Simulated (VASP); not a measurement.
The system is Mg6CoMo.

```
Mo Co Mg
1.0
     4.65911    0.00000    0.00000
     0.00000    2.92137    5.47601
     0.00000   -2.92137    5.47601
Mo Co Mg
1 1 6
Direct
  0.50000 0.69416 0.69416
  0.00000 0.79786 0.79786
  0.50000 0.17115 0.17115
  0.50000 0.67963 0.16576
  0.50000 0.16576 0.67963
  0.00000 0.32591 0.32591
  0.00000 0.82067 0.34487
  0.00000 0.34487 0.82067
```

The cell comes from a database or a generator and needn't be the stable form of this composition.

| Property | Result |
| --- | --- |
| Program | VASP 6.6.1 |
| Task | single point |
| Functional | PBE |
| Potentials or basis | VASP PAW PBE potentials, release 64 (Mo_sv, Co, Mg) |
| Cutoff | 520 eV |
| k mesh | 6 × 5 × 5 |
| Occupations | fermi-dirac, width 0.05 eV |
| Spin | collinear spin, ferromagnetic start |
| Starting moments | [1.0, 2.0, 0.0, 0.0, 0.0, 0.0, 0.0, 0.0] μB |

On this cell: pressure 0.2 GPa; largest force 0.192 eV/Å; net moment 1.04 μB per cell; site moments Mo +0.09; Co +0.95; Mg +0.01, -0.00, +0.00 μB; band gap on the k mesh none (metal or under the smearing width).

The same run follows on a disturbed copy (atoms moved at random, drawn with an rms of 0.05 Å):

```
CELL_PARAMETERS angstrom
4.65911 0.00000 0.00000
0.00000 2.92137 5.47601
0.00000 -2.92137 5.47601
ATOMIC_POSITIONS crystal
Mo 0.50846 0.68538 0.70185
Co 0.00260 0.79091 0.80482
Mg 0.49085 0.16696 0.17255
Mg 0.49192 0.67858 0.15883
Mg 0.49940 0.15682 0.68150
Mg 0.99924 0.31722 0.33175
Mg 0.99589 0.83033 0.33904
Mg 0.98780 0.35166 0.80927
```

Task: What changes?

Result: The energy (extrapolated to zero smearing) moves by +6.6 meV/atom; pressure 0.5 GPa; largest force 0.519 eV/Å; net moment 1.09 μB per cell; site moments Mo +0.11; Co +0.97; Mg +0.01, -0.00, +0.00 μB; band gap on the k mesh none (metal or under the smearing width).

Forces on the atoms (eV/Å):
```
Mo  -0.287  0.311 -0.301
Co  -0.035  0.092  0.145
Mg   0.151  0.045 -0.046
Mg   0.112 -0.285  0.191
Mg  -0.092  0.095  0.110
Mg  -0.160  0.160  0.037
Mg   0.000 -0.184 -0.178
Mg   0.311 -0.234  0.043
```

Stress tensor (GPa, compression positive):
```
 0.31  0.17 -0.33
 0.17  0.72  0.48
-0.33  0.48  0.49
```
